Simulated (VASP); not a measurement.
Here is the system:

```xyz
2
Lattice="4.4285 0.0000 0.0000 -2.2143 3.8352 0.0000 0.0000 0.0000 3.7773" Properties=species:S:1:pos:R:3 pbc="T T T"
In     0.0000     0.0000     3.7773
Bi     2.2143     1.2784     1.8886
```

These are r2SCAN meta-GGA, VASP's PBE PAW potentials (set 64) (plane waves; VASP) values and carry that method's errors. Numerical set-up: 400 eV cut-off, 11×11×11 Γ-centred mesh, tetrahedra with Blöchl corrections, potentials In_d Bi_d.

Give the energies of bands 12 to 17 at the high-symmetry points, in eV from the Fermi level.

```
band      Γ      M      K      A      L      H
----  -----  -----  -----  -----  -----  -----
12    -2.44  -6.54  -6.50  -6.74  -4.72  -3.78
13    -0.56  -2.07  -3.83   1.09  -3.48  -3.66
14    -0.56   0.06   2.12   1.09  -2.94  -3.31
15     0.19   1.79   3.74   2.06   0.28  -1.30
16     3.66   5.18   3.91   2.92   2.50   0.34
17     3.66   5.28   4.94   3.78   3.50   6.78
```

It has no gap at this level: it comes out as a metal or semimetal.

The structure was generated: InBi was put into the WC type (P-6m2), which need not be its known phase. It was relaxed first, which changed the volume by +6 %.
